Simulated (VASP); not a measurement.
Input:

```xyz
6
Lattice="3.2671 0.0000 0.0000 -1.6336 2.8294 0.0000 0.0000 0.0000 22.0122" Properties=species:S:1:pos:R:3 pbc="T T T"
Mo     1.6336     0.9431     3.2414
Mo     0.0000     1.8863    18.7709
Se     0.0000     1.8863     4.9066
Se     1.6336     0.9431    17.1056
Se     1.6336     0.9431    20.4393
Se     0.0000     1.8863     1.5729
```

Method: PBEsol GGA, VASP's PBE PAW potentials (set 64) (plane waves; VASP). Settings: 400 eV cut-off, Gaussian smearing of 0.050 eV, potentials Mo_sv Se.

The cell holds a wide vacuum, so values per volume refer to the whole cell.

What does the run give for the band gap (along the path) with the smallest direct gap where there is one?

* **band gap (along the path)**: 1.18 eV
* **smallest direct gap (along the path)**: 1.55 eV

Only differences to runs with the same potentials and settings are physical.

The cell is a sheet with vacuum, built from a database entry that may be metastable or hypothetical.
